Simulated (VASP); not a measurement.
Consider the following.

```xyz
2
Lattice="0.0000 2.6552 2.6552 2.6552 0.0000 2.6552 2.6552 2.6552 0.0000" Properties=species:S:1:pos:R:3 pbc="T T T"
Al     0.0000     0.0000     0.0000
P      1.3276     1.3276     1.3276
```

These are RPA correlation on PBE orbitals, VASP's PBE PAW potentials (set 64) (plane waves; VASP) values and carry that method's errors. Run with PREC = Normal, 350 eV cut-off, 4×4×4 Γ-centred mesh, Gaussian smearing of 0.010 eV, potentials Al_GW P_GW.

The mesh is coarse, so the correlation energy is not converged in k-points.

### Question
The job: AlP (zinc blende), 2 atoms, RPA@PBE, RPA step (568 bands), 350 eV, 4×4×4 Γ-centred mesh. Roughly how much core time does it take on a busy server core?

### Answer
About 4 core-minutes (one run on a shared machine, a rough figure). It had 8 irreducible k-points, 568 bands, up to 568 plane waves and 0 electronic steps.

The compound is AlP in the zinc blende structure. This cell is one point of a volume scan, at 0.92 of the reference volume. The k-mesh is coarse (spacing up to 0.51 per Å, 2π included), so the numbers may not be converged in it.
